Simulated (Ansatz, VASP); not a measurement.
## ZnB: VASP beside Ansatz

```
CELL_PARAMETERS angstrom
2.51651 0.00000 0.00000
0.00000 2.51651 0.00000
0.00000 0.00000 3.34590
ATOMIC_POSITIONS crystal
Zn 0.50000 0.50000 0.50000
B 0.00000 0.00000 0.00000
```

Change from the starting cell: species swapped into the ZrIr type (P4/mmm, No. 123).

Alike in both runs: functional PBE; k mesh 6 × 6 × 6; occupations gaussian, width 0.1 eV; no spin polarisation.

Ansatz relaxed the structure, and its values are those at the end. VASP's run is a single point on that final structure, the one shown.

|  | VASP | Ansatz |
| --- | --- | --- |
| version | VASP 6.6.1 | Ansatz 0.2.0 |
| potentials or method | VASP PAW PBE potentials, release 64 (Zn, B) | scalar-relativistic, plane waves, PAW |
| plane-wave cutoff (eV) | 520 | 420 |
| valence electrons in the cell | 15 | 15 |

```csv
,VASP,Ansatz,Ansatz less VASP
gap on the k mesh at the Fermi level (eV),none,none,-
pressure (GPa),0.4,0.0,-0.42
```

A gap of «none» marks a metal or a gap that the smearing closes.

Caveats: the k mesh is coarse (spacing up to 0.42 Å⁻¹), so the values aren't converged.
